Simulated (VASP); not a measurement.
Crystal: Bi2Te3 (Tellurobismuthite).

```
CELL_PARAMETERS angstrom
2.19300 1.26613 10.16567
-2.19300 1.26613 10.16567
0.00000 -2.53226 10.16567
ATOMIC_POSITIONS crystal
Bi 0.40000 0.40000 0.40000
Bi 0.60000 0.60000 0.60000
Te 0.00000 0.00000 0.00000
Te 0.20950 0.20950 0.20950
Te 0.79050 0.79050 0.79050
```

- Program: VASP 6.6.1
- Task: relaxation of cell and atoms
- Functional: PBE
- Potentials or basis: VASP PAW PBE potentials, release 64 (Bi, Te)
- Cutoff: 300 eV
- k mesh: 5 × 5 × 4
- Occupations: gaussian, width 0.03 eV
- Spin: no spin polarisation

At the start: pressure 1.9 GPa; volume 33.87 Å³/atom.

Problem. How do energy, volume and symmetry change on relaxing?

Solution. Over 29 steps the energy falls by 15.0 meV/atom and the volume is 36.86 Å³/atom (+8.8 %); space group R-3m (No. 166, to 0.05 Å).

The path:
```tsv
step	energy change (eV)	largest force (eV/Å)	pressure (GPa)	volume (Å³)
1	0.0000	0.0464	1.93	169.36
2	-0.0281	0.3724	-0.92	179.56
3	-0.0384	0.2652	-0.02	175.95
4	-0.0446	0.1951	-0.01	176.47
5	-0.0493	0.1361	0.03	177.46
6	-0.0524	0.1190	-0.02	177.88
7	-0.0598	0.0678	-0.14	179.15
8	-0.0677	0.0826	-0.33	181.69
9	-0.0702	0.0370	-0.06	181.01
10	-0.0709	0.0029	0.14	180.52
11	-0.0716	0.0042	0.14	180.70
12	-0.0732	0.0077	0.15	181.23
13	-0.0729	0.0211	0.18	182.26
14	-0.0736	0.0126	0.16	181.69
15	-0.0739	0.0562	-0.14	183.16
16	-0.0741	0.0386	-0.03	182.60
17	-0.0744	0.0249	-0.02	182.76
18	-0.0746	0.0234	-0.02	183.02
19	-0.0747	0.0159	0.02	182.91
20	-0.0747	0.0079	0.06	182.80
21	-0.0748	0.0044	0.04	182.88
22	-0.0748	0.0207	0.00	183.11
23	-0.0749	0.0207	-0.01	183.18
24	-0.0750	0.0210	-0.01	183.39
25	-0.0752	0.0207	-0.03	183.81
26	-0.0752	0.0212	-0.03	183.99
27	-0.0752	0.0215	-0.05	184.35
28	-0.0752	0.0081	0.00	184.31
29	-0.0752	0.0074	0.02	184.29
```

Final structure:
```
CELL_PARAMETERS angstrom
2.21887 1.28107 10.80571
-2.21887 1.28107 10.80571
0.00000 -2.56213 10.80571
ATOMIC_POSITIONS crystal
Bi 0.39675 0.39675 0.39675
Bi 0.60325 0.60325 0.60325
Te 0.00000 0.00000 0.00000
Te 0.21670 0.21670 0.21670
Te 0.78330 0.78330 0.78330
```
